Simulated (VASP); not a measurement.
An input for Quantum ESPRESSO's pw.x (written as the equivalent of a VASP run, and not itself run):

```
&CONTROL
  calculation = 'scf'
  pseudo_dir = './pseudo'
  outdir = './out'
  tprnfor = .true.
  tstress = .true.
/
&SYSTEM
  ibrav = 0
  nat = 12
  ntyp = 2
  ecutwfc = 84
  occupations = 'smearing'
  smearing = 'methfessel-paxton'
  degauss = 0.00735
  input_dft = 'pbe'
/
&ELECTRONS
  conv_thr = 7.3e-08
  electron_maxstep = 100
/
ATOMIC_SPECIES
  Mg 24.305 Mg.upf
  Te 127.600 Te.upf
CELL_PARAMETERS angstrom
     4.5282210    0.0000000    0.0000000
    -2.2641110    3.9215540    0.0000000
     0.0000000    0.0000000   22.2197900
ATOMIC_POSITIONS crystal
  Mg  -0.0086730 -0.0105330 -0.0009670
  Mg   0.0023470  0.0053530  0.4969720
  Mg   0.6593260  0.3263080  0.8324000
  Mg   0.3454280  0.6634130  0.3335220
  Mg   0.6631460  0.3212660  0.1637370
  Mg   0.3302560  0.6699910  0.6669560
  Te  -0.0091620 -0.0128350  0.8755670
  Te   0.0112730  0.0150000  0.3758510
  Te   0.6654410  0.3328070  0.7086420
  Te   0.3381800  0.6802110  0.2089010
  Te   0.6766700  0.3394380  0.0434300
  Te   0.3257670  0.6695810  0.5423890
K_POINTS automatic
  3 3 1 0 0 0
```

Q: Write the VASP files for the same calculation (PBE).

A: One answer among several that fit: 
**KPOINTS**
```
Automatic mesh
0
Gamma
 3 3 1
0 0 0
```

File POSCAR:
```
MgTe
4.5282210
  1.0000000000   0.0000000000   0.0000000000
 -0.5000001104   0.8660253110   0.0000000000
  0.0000000000   0.0000000000   4.9069579422
Mg Te
6 6
Cart
 -0.0034064988  -0.0091218446  -0.0047450283
 -0.0003295006   0.0046358335   2.4386207025
  0.4961719640   0.2825909872   4.0845517911
  0.0137214267   0.5745324497   1.6365784268
  0.5025129645   0.2782244876   0.8034505726
 -0.0047395740   0.5802291642   3.2727250413
 -0.0027444986  -0.0111154349   4.2963704446
  0.0037729983   0.0129903797   1.8442850495
  0.4990374633   0.2882192857   3.4772764901
 -0.0019255751   0.5890799429   1.0250684211
  0.5069509625   0.2939618995   0.2131091834
 -0.0090235739   0.5798740938   2.6614800113
```

INCAR:
```
# general
SYSTEM   =  MgTe
PREC     =  Accurate
ENCUT    =  300
LREAL    =  .FALSE.
LASPH    =  .TRUE.

# electronic loop
EDIFF    =  1E-6
NELM     =  100
ALGO     =  Normal
LMAXMIX  =  4

# smearing
ISMEAR   =  1
SIGMA    =  0.1

# functional
GGA      =  PE

# ions
ISIF     =  2

# output
LWAVE    =  .FALSE.
LCHARG   =  .FALSE.
```

POTCAR, in this order: Mg Te (PBE.64 set). Program: vasp_std.

The two are equivalent in intent, not identical: the potentials are each code's own (VASP's PAW set, PseudoDojo norm-conserving files in pw.x), so ENCUT and ecutwfc are chosen apart and not converted; conv_thr bounds pw.x's estimated SCF error, while EDIFF bounds the energy change between steps.

The structure was generated: MgTe was put into an ordered model structure, which need not be its known phase. The cell was not relaxed at this level, atoms are displaced from their ideal sites. The k-mesh is coarse (spacing up to 0.53 per Å, 2π included), so the numbers may not be converged in it.
